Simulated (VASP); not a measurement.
Input:

```
CELL_PARAMETERS angstrom
      3.18309     0.00000     0.00000
      0.00000     3.18309     0.00000
      0.00000     0.00000     3.18309
ATOMIC_POSITIONS crystal
  Zn 0.50000 0.50000 0.50000
  Au 0.00000 0.00000 0.00000
```

Computed with PBE GGA with spin-orbit coupling, VASP's PBE PAW potentials (set 64) (plane waves; VASP 6.6.1). Numerical set-up: 400 eV cut-off, 10×10×10 Γ-centred mesh, Gaussian smearing of 0.050 eV, potentials Zn Au.

Task: Estimate the energy per atom (σ→0), band gap (over mesh and band path) with the smallest direct gap where there is one.

Result: 
| Property | Value |
|---|---|
| band gap (over mesh and band path) | none (metal, semimetal or under 0.01 eV) |
| energy per atom (σ→0) | -2519 meV/atom |

Only differences to runs with the same potentials and settings are physical.

The compound is AuZn in the CsCl type structure. It was relaxed first.
